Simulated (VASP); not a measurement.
A run of VASP 6.6.1:

File POSCAR:

```
Si3C                                    
1.0
    0.0000000000     -2.3764359003     -2.3764359003
   -2.3764359003     -0.0000000000     -2.3764359003
    2.6564116653      2.6564116653     -5.0328475656
  C               Si            
     1     3
Direct
     0.8742214359572866    0.8742214359572866    0.3773356921281398
     0.3699232201339601    0.3699232201339601    0.8902303395981194
     0.7672542777356062    0.7672542777356063    0.6982371667931813
     0.2386010661731470    0.2386010661731470    0.2841968014805590
```

Contents of INCAR.step1:

```
SYSTEM = Si3C
ALGO = Normal ; EDIFF = 1E-6
ENCUT = 520 ; GGA = PE
ISIF = 2 ; ISMEAR = 0
LASPH = .TRUE. ; LCHARG = .TRUE.
LREAL = .FALSE. ; LWAVE = .FALSE.
NBANDS = 16 ; NELM = 80
PREC = Accurate ; SIGMA = 0.02
```

KPOINTS.step1

```
k-points
0
G
  8 8 8
  0 0 0
```

Contents of INCAR.step2:

```
SYSTEM = Si3C
ALGO = Normal ; EDIFF = 1E-6
ENCUT = 520 ; GGA = PE
ICHARG = 11 ; ISIF = 2
ISMEAR = 0 ; LASPH = .TRUE.
LCHARG = .FALSE. ; LREAL = .FALSE.
LWAVE = .FALSE. ; NBANDS = 16
NELM = 80 ; PREC = Accurate
SIGMA = 0.05
```

File KPOINTS.step2:

```
path GLB1,BZGX,QFP1Z,LP
15
line-mode
reciprocal
 0.0000000000  0.0000000000  0.0000000000  G
 0.0000000000 -0.5000000000  0.0000000000  L

 0.0000000000 -0.5000000000  0.0000000000  L
 0.3750000000 -0.3125000000  0.1875000000  B1

 0.3125000000 -0.3125000000  0.5000000000  B
 0.0000000000  0.0000000000  0.5000000000  Z

 0.0000000000  0.0000000000  0.5000000000  Z
 0.0000000000  0.0000000000  0.0000000000  G

 0.0000000000  0.0000000000  0.0000000000  G
 0.3437500000 -0.3437500000  0.0000000000  X

 0.3437500000 -0.3125000000  0.3437500000  Q
 0.5000000000  0.0000000000  0.5000000000  F

 0.5000000000  0.0000000000  0.5000000000  F
 0.4687500000  0.0000000000  0.6562500000  P1

 0.4687500000  0.0000000000  0.6562500000  P1
 0.0000000000  0.0000000000  0.5000000000  Z

 0.0000000000 -0.5000000000  0.0000000000  L
 0.0000000000 -0.4687500000  0.3437500000  P
```

Potentials or basis: VASP PAW PBE potentials, release 64 (C, Si).

Run with:

```sh
$ cat potpaw_PBE.64/C/POTCAR potpaw_PBE.64/Si/POTCAR > POTCAR
$ cp INCAR.step1 INCAR
$ cp KPOINTS.step1 KPOINTS
$ mpirun -np 1 vasp_std > vasp.out
$ cp INCAR.step2 INCAR
$ cp KPOINTS.step2 KPOINTS
$ mpirun -np 1 vasp_std > vasp.out
```

Hardware: 1 thread of Intel(R) Xeon(R) 6975P-C (Granite Rapids) (shared host).

Task: Estimate the wall time of this run.

Result: It took 92 s on 1 thread of Intel(R) Xeon(R) 6975P-C (Granite Rapids), with other jobs on the host, peak memory 0.24 GiB. Counts: scf iterations 7, k points 135.
